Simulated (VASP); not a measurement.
Consider the following.

```
KBr
1.0
    0.00000     3.41314     3.41314
    3.41314     0.00000     3.41314
    3.41314     3.41314     0.00000
K Br
1 1
Cartesian
  0.00000   0.00000   0.00000
  3.41314   3.41314   3.41314
```

These are PBE GGA with D3 dispersion (zero damping), VASP's PBE PAW potentials (set 64) (plane waves; VASP) values and carry that method's errors. Run with 520 eV cut-off, 7×7×7 Γ-centred mesh, Gaussian smearing of 0.050 eV, potentials K_sv Br.

Problem. The job: KBr (rock salt), 2 atoms, PBE-D3 (zero damping), static run, 520 eV, 7×7×7 Γ-centred mesh. Roughly how much core time does it take on a busy server core?

Solution. About 20 core-seconds (one run on a shared machine, a rough figure). It had 20 irreducible k-points, 12 bands, up to 2156 plane waves and 14 electronic steps.

The compound is KBr in the rock salt structure. This cell is one point of a volume scan, at 1.06 of the reference volume.
